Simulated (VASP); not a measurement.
Data:

```
Li2S
1.0
    0.00000     2.83116     2.83116
    2.83116     0.00000     2.83116
    2.83116     2.83116     0.00000
Li S
2 1
Direct
  0.25000   0.25000   0.25000
  0.75000   0.75000   0.75000
  0.00000   0.00000   0.00000
```

Level of theory: r2SCAN+rVV10, VASP's PBE PAW potentials (set 64) (plane waves; VASP). Numerical set-up: 520 eV cut-off, 8×8×8 Γ-centred mesh, tetrahedra with Blöchl corrections, potentials Li_sv S.

Task: Give the energies of bands 4 to 9 at the high-symmetry points, in eV from the valence-band maximum.

Result: 
```
band     Γ      X      U      L      W
----  ----  -----  -----  -----  -----
4     0.00  -2.20  -2.13  -2.96  -1.87
5     0.00  -1.48  -2.00  -0.52  -1.87
6     0.00  -1.48  -1.19  -0.52  -1.82
7     5.06   3.78   5.05   7.01   5.91
8     6.89   7.91   8.89   7.17   8.08
9     6.89  12.24  10.37   7.17   9.79
```

The gap is indirect, 3.78 eV, from the valence maximum at Γ to the conduction minimum at X.

The compound is Li2S in the antifluorite structure. It was relaxed first.
